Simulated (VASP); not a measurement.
A run of VASP 6.6.1 is set up as follows.

INCAR

```
PREC = Accurate
ENCUT = 600
EDIFF = 1E-8
ISMEAR = -1
SIGMA = 0.15
LREAL = False
LASPH = True
NELM = 60
ALGO = Fast
ISIF = 3
LWAVE = False
LCHARG = False
IBRION = 6
NFREE = 2
POTIM = 0.015
NSW = 1
```

File KPOINTS:

```
regular mesh
0
Gamma
  14 14 14
```

File POSCAR:

```
TiOs
1.0
    3.0397729287      0.0000000000      0.0000000000
    0.0000000000      3.0397729287      0.0000000000
    0.0000000000      0.0000000000      3.0397729287
Ti Os
1 1
Direct
    0.5000000000      0.5000000000      0.5000000000
    0.0000000000      0.0000000000      0.0000000000
```

Potentials or basis: VASP PAW LDA potentials, release 64 (Ti_sv, Os).

Command:

```sh
$ cat potpaw_LDA.64/Ti_sv/POTCAR potpaw_LDA.64/Os/POTCAR > POTCAR
$ mpirun -np 1 vasp_std > vasp.out
```

(1) Estimate the elastic constants C11, C12, C44.

(2) What does it give for the Voigt bulk modulus?

(3) What does it give for the highest phonon frequency at Γ, LO-TO splitting left out?

Answers

(1) 515, 169, 127 GPa.

(2) 284 GPa.

(3) 236 cm⁻¹.
